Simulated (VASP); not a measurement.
Consider the following.

```
AuZn
1.0
    3.22047     0.00000     0.00000
    0.00000     3.22047     0.00000
    0.00000     0.00000     3.22047
Zn Au
1 1
Direct
  0.50000   0.50000   0.50000
  0.00000   0.00000   0.00000
```

Computed with RPBE GGA, VASP's PBE PAW potentials (set 64) (plane waves; VASP). Settings: 520 eV cut-off, 10×10×10 Γ-centred mesh, first-order Methfessel-Paxton smearing of 0.10 eV, potentials Zn Au.

Unless said otherwise, spin-orbit coupling is left out, though it shifts the bands of the heavy elements here.

Question: Estimate the energy per atom (σ→0), band gap (on the k-mesh) with the smallest direct gap where there is one.

Answer: 
```
Item                                                        Result
------------------------  ----------------------------------------
band gap (on the k-mesh)  none (metal, semimetal or under 0.01 eV)
energy per atom (σ→0)                               -1.897 eV/atom
```

Only differences to runs with the same potentials and settings are physical.

The compound is AuZn in the CsCl type structure. It was relaxed first, which changed the volume by +7 %. The start is the result of an earlier pass. The electron count is odd and the run is not spin-polarised, which forces a metal.
